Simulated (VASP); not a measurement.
Here is the system:

```xyz
4
Lattice="2.0037 1.1568 8.4486 -2.0037 1.1568 8.4486 0.0000 -2.3136 8.4486" Properties=species:S:1:pos:R:3 pbc="T T T"
In     0.0000     0.0000     2.8090
In     0.0000     0.0000     0.0346
Se     0.0000     0.0000    15.6515
Se     0.0000     0.0000    20.9862
```

These are PBEsol GGA, VASP's PBE PAW potentials (set 64) (plane waves; VASP) values and carry that method's errors. Numerical set-up: 400 eV cut-off, Gaussian smearing of 0.050 eV, potentials In_d Se.

Without a dispersion term in the relaxation, distances and binding between the weakly bound layers, chains or molecules are unreliable, and so is what depends on them. Unless said otherwise, spin-orbit coupling is left out, though it shifts the bands of the heavy elements here.

Q: Give the energies of bands 13 to 22 at the high-symmetry points, in eV from the valence-band maximum.

A: 
```tsv
band	Γ	T	H2	L	S0	F
13	-6.36	-6.03	-6.25	-6.44	-6.25	-6.38
14	-3.42	-4.29	-5.48	-5.62	-5.48	-5.73
15	-1.52	-1.32	-3.98	-3.47	-3.98	-3.24
16	-1.25	-1.32	-3.63	-2.35	-3.65	-2.61
17	-1.25	-1.09	-2.52	-2.28	-2.55	-2.45
18	-1.17	-1.09	-2.21	-2.21	-2.19	-2.00
19	-1.17	0.00	-1.78	-1.69	-1.75	-1.53
20	1.64	0.38	1.67	1.15	1.71	1.16
21	2.03	2.09	2.46	1.94	2.37	1.92
22	4.33	4.25	3.30	3.63	3.34	3.27
```

The gap is direct, 0.38 eV, from the valence maximum at T to the conduction minimum at T.

The structure comes from a computed database's InSe entry (R3m); how it stands against other phases isn't given here. It was relaxed first.
